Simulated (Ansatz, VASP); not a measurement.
# One calculation of BC5, two programs

```
CELL_PARAMETERS angstrom
4.92884 0.00000 0.00000
-2.46442 4.26850 0.00000
0.00000 0.00000 4.54967
ATOMIC_POSITIONS crystal
B 0.00000 0.00000 0.50000
C 0.64758 0.00000 0.00000
C 0.35242 0.35242 0.00000
C 0.00000 0.64758 0.00000
C 0.66667 0.33333 0.50000
C 0.33333 0.66667 0.50000
```

Change from the starting cell: species swapped into the CeMg5 type (P-62m, No. 189).

Alike in both runs: task single point; functional PBE; k mesh 6 × 6 × 4; occupations gaussian, width 0.1 eV; no spin polarisation.

|  | VASP | Ansatz |
| --- | --- | --- |
| version | VASP 6.6.1 | Ansatz 0.2.0 |
| potentials or method | VASP PAW PBE potentials, release 64 (B, C) | scalar-relativistic, plane waves, PAW |
| plane-wave cutoff (eV) | 520 | 420 |
| valence electrons in the cell | 23 | 23 |

```csv
,VASP,Ansatz,Ansatz less VASP
gap on the k mesh at the Fermi level (eV),none,none,-
pressure (GPa),-25.3,-25.3,+0.04
largest component of the traceless stress (GPa),0.67,0.69,+0.014
rms of the force components (eV/Å),0.103,0.103,+0.0008
```

Atom by atom the forces differ by 0.001 eV/Å (rms over components). A gap of «none» marks a metal or a gap that the smearing closes.

Caveats: so large a pressure means that the cell lies far from this level's equilibrium, or that cutoff or potentials fall short (VASP).
